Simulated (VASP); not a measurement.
A convergence study with VASP on ZnS (zinc blende): one setting is varied, all else stays as given below, so the limit is that of these other settings. Each run relaxes cell and ions from the cell shown.

```
CELL_PARAMETERS angstrom
      0.00000     2.70500     2.70500
      2.70500     0.00000     2.70500
      2.70500     2.70500     0.00000
ATOMIC_POSITIONS crystal
  Zn 0.00000 0.00000 0.00000
  S  0.25000 0.25000 0.25000
```

These are LDA (Ceperley-Alder, Perdew-Zunger), VASP's LDA PAW potentials (set 64) (plane waves; VASP) values and carry that method's errors. The tightest run used: 550 eV cut-off, 12×12×12 Γ-centred mesh, Gaussian smearing of 0.050 eV, potentials Zn S.

Gaps are read on the run's mesh, which can miss a band edge.

The settings run are 2×2×2 mesh; 3×3×3 mesh; 4×4×4 mesh; 5×5×5 mesh; 6×6×6 mesh; 7×7×7 mesh; 8×8×8 mesh; 9×9×9 mesh; 10×10×10 mesh; 11×11×11 mesh; 12×12×12 mesh. From which on does the relaxed volume stay within 0.1 Å³/atom of the tightest run?

From 4×4×4 mesh on: it is off by 0.083 there and by no more than 0.1 in any finer run, while 3×3×3 mesh is off by 0.329.
| setting | relaxed volume (Å³/atom) | E (eV/atom) | gap on the mesh (eV) | irreducible k-points | difference judged (Å³/atom) |
|---|---|---|---|---|---|
| 2×2×2 mesh | 20.104 | -3.4189 | 1.617 | 3 | 1.476 |
| 3×3×3 mesh | 18.957 | -3.9763 | 2.018 | 4 | 0.329 |
| 4×4×4 mesh | 18.711 | -4.0755 | 2.112 | 8 | 0.083 |
| 5×5×5 mesh | 18.649 | -4.0970 | 2.138 | 10 | 0.021 |
| 6×6×6 mesh | 18.633 | -4.1023 | 2.145 | 16 | 0.005 |
| 7×7×7 mesh | 18.629 | -4.1037 | 2.147 | 20 | 0.001 |
| 8×8×8 mesh | 18.628 | -4.1041 | 2.147 | 29 | 0.000 |
| 9×9×9 mesh | 18.628 | -4.1042 | 2.148 | 35 | 0.000 |
| 10×10×10 mesh | 18.628 | -4.1043 | 2.148 | 47 | 0.000 |
| 11×11×11 mesh | 18.628 | -4.1043 | 2.148 | 56 | 0.000 |
| 12×12×12 mesh | 18.628 | -4.1043 | 2.148 | 72 | 0.000 |

Left out are rungs that failed or repeat a setting and relaxations that didn't move; long series are thinned to 24 rows.

The compound is ZnS in the zinc blende structure.
